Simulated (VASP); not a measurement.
Here is the system:

```yaml
crystal:
  lattice:
    - [-1.62815, 1.62815, 1.62815]
    - [1.62815, -1.62815, 1.62815]
    - [1.62815, 1.62815, -1.62815]
  atoms:
    - { symbol: Ta, position: [0.00000, 0.00000, 0.00000] }
```

Method: LDA (Ceperley-Alder, Perdew-Zunger), VASP's LDA PAW potentials (set 64) (plane waves; VASP). Numerical set-up: 500 eV cut-off, 16×16×16 Γ-centred mesh, first-order Methfessel-Paxton smearing of 0.10 eV, potentials Ta_pv.

Unless said otherwise, spin-orbit coupling is left out, though it shifts the bands of the heavy elements here.

What does the run give for the energy per atom (σ→0), band gap (on the k-mesh) with the smallest direct gap where there is one?

```yaml
band gap (on the k-mesh): none (metal, semimetal or under 0.01 eV)
energy per atom (σ→0): -12.823 eV/atom
```

Total energies compare only between runs with the same potentials, cut-off and functional.

The compound is Ta in the bcc structure. It was relaxed first.
